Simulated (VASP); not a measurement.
Input:

```
GeP3
1.0
    3.49456     2.01759     3.16569
   -3.49456     2.01759     3.16569
    0.00000    -4.03517     3.16569
Ge P
2 6
Direct
  0.73787   0.73787   0.73787
  0.26213   0.26213   0.26213
  0.21736   0.21736   0.73998
  0.78264   0.78264   0.26002
  0.73998   0.21736   0.21736
  0.26002   0.78264   0.78264
  0.21736   0.73998   0.21736
  0.78264   0.26002   0.78264
```

Calculation: LDA (Ceperley-Alder, Perdew-Zunger), VASP's LDA PAW potentials (set 64) (plane waves; VASP). Numerical set-up: 400 eV cut-off, 7×7×7 Γ-centred mesh, tetrahedra with Blöchl corrections, potentials Ge_d P.

The cores are frozen, which limits the accuracy of field gradients.

Problem. Give the principal components of the electric field gradient (V/Å²) and the asymmetry η at each nucleus.

Solution. 
| atom | Vxx | Vyy | Vzz | η |
|---|---|---|---|---|
| Ge1 | -1.1 | -1.1 | 2.1 | 0.00 |
| Ge2 | -1.1 | -1.1 | 2.1 | 0.00 |
| P3 | -25.4 | -3.4 | 28.7 | 0.77 |
| P4 | -25.4 | -3.4 | 28.7 | 0.77 |
| P5 | -25.4 | -3.4 | 28.7 | 0.77 |
| P6 | -25.4 | -3.4 | 28.7 | 0.77 |
| P7 | -25.4 | -3.4 | 28.7 | 0.77 |
| P8 | -25.4 | -3.4 | 28.7 | 0.77 |

The structure comes from a computed database's GeP3 entry (R-3m); how it stands against other phases isn't given here. It was relaxed first, which changed the volume by -9 %.
